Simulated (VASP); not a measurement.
Computed with PBEsol GGA, VASP's PBE PAW potentials (set 64) (plane waves; VASP).

A VASP calculation is set up with these files.

File POSCAR:
```
HfO2
1
    0.0000000000     2.5104630632     2.5104630632
    2.5104630632     0.0000000000     2.5104630632
    2.5104630632     2.5104630632     0.0000000000
Hf O
1 2
Direct
  0.0000000000   0.0000000000   0.0000000000
  0.2500000000   0.2500000000   0.2500000000
  0.7500000000   0.7500000000   0.7500000000
```

File KPOINTS:
```
k-points along high-symmetry lines
15
Line-mode
Reciprocal
  0.000000   0.000000   0.000000 ! GAMMA
  0.500000   0.000000   0.500000 ! X

  0.500000   0.000000   0.500000 ! X
  0.625000   0.250000   0.625000 ! U

  0.375000   0.375000   0.750000 ! K
  0.000000   0.000000   0.000000 ! GAMMA

  0.000000   0.000000   0.000000 ! GAMMA
  0.500000   0.500000   0.500000 ! L

  0.500000   0.500000   0.500000 ! L
  0.500000   0.250000   0.750000 ! W

  0.500000   0.250000   0.750000 ! W
  0.500000   0.000000   0.500000 ! X
```

**INCAR**
```
SYSTEM = HfO2
PREC = Accurate
ENCUT = 520
EDIFF = 1E-7
NELM = 100
ALGO = Normal
LREAL = .FALSE.
LASPH = .TRUE.
ISMEAR = 0
SIGMA = 0.05
GGA = PS
LMAXMIX = 6
LWAVE = .FALSE.
LCHARG = .FALSE.
LORBIT = 11
ICHARG = 11
```

POTCAR, in this order: Hf_pv O (PBE.64 set). Program: vasp_std. Read from the step before: CHGCAR.

The run wrote:

OSZICAR:
```
       N       E                     dE             d eps       ncg     rms          rms(c)
DAV:   1     0.931406308385E+02    0.93141E+02   -0.12939E+04  2708   0.146E+03
DAV:   2    -0.275166736699E+02   -0.12066E+03   -0.11821E+03  3645   0.312E+02
DAV:   3    -0.310920235660E+02   -0.35753E+01   -0.35719E+01  3211   0.504E+01
DAV:   4    -0.311190232130E+02   -0.27000E-01   -0.26993E-01  3603   0.479E+00
DAV:   5    -0.311192924261E+02   -0.26921E-03   -0.26920E-03  3155   0.421E-01
DAV:   6    -0.311192980017E+02   -0.55756E-05   -0.55753E-05  3554   0.565E-02
DAV:   7    -0.311192981535E+02   -0.15172E-06   -0.15173E-06  3316   0.798E-03
DAV:   8    -0.311192981580E+02   -0.45006E-08   -0.44890E-08  2961   0.130E-03
   1 F= -.31119298E+02 E0= -.31119298E+02  d E =-.545992E-16
```

### OUTCAR
```
 val. band max:        4.3844979581   @ k =   0.5000   0.0000   0.5000

 cond. band min:       8.1305210104   @ k =   0.5000   0.0000   0.5000



 k-point     1 :       0.0000    0.0000    0.0000
  band No.  band energies     occupation
      1     -25.1099      2.00000
      2     -25.1099      2.00000
      3     -25.1099      2.00000
      4     -14.4894      2.00000
      5     -11.2397      2.00000
      6      -1.1999      2.00000
      7      -1.1999      2.00000
      8      -1.1999      2.00000
      9       3.7536      2.00000
     10       3.7536      2.00000
     11       3.7536      2.00000
     12       8.2297      0.00000
     13       8.2297      0.00000
     14      10.2631      0.00000
     15      15.1751      0.00000

 k-point     2 :       0.0357    0.0000    0.0357
  band No.  band energies     occupation
      1     -25.1174      2.00000
      2     -25.1117      2.00000
      3     -25.1117      2.00000
      4     -14.4635      2.00000
      5     -11.2621      2.00000
      6      -1.1850      2.00000
      7      -1.1850      2.00000
      8      -1.1425      2.00000
      9       3.6141      2.00000
     10       3.7575      2.00000
     11       3.7575      2.00000
     12       8.2472      0.00000
     13       8.2912      0.00000
     14      10.3414      0.00000
     15      15.1031      0.00000

 k-point     3 :       0.0714    0.0000    0.0714
  band No.  band energies     occupation
      1     -25.1395      2.00000
      2     -25.1171      2.00000
      3     -25.1171      2.00000
      4     -14.3861      2.00000
      5     -11.3271      2.00000
      6      -1.1404      2.00000
      7      -1.1404      2.00000
      8      -0.9727      2.00000
      9       3.2353      2.00000
     10       3.7675      2.00000
     11       3.7675      2.00000
     12       8.2992      0.00000
     13       8.4417      0.00000
     14      10.5651      0.00000
     15      14.9036      0.00000

...
```

The density is held fixed in this step, so its total energy and stress have no physical meaning. Unless said otherwise, spin-orbit coupling is left out, though it shifts the bands of the heavy elements here.

The compound is HfO2 in the fluorite structure, the high-temperature cubic form, which is unstable at 0 K; the monoclinic form is the stable one. It was relaxed first.
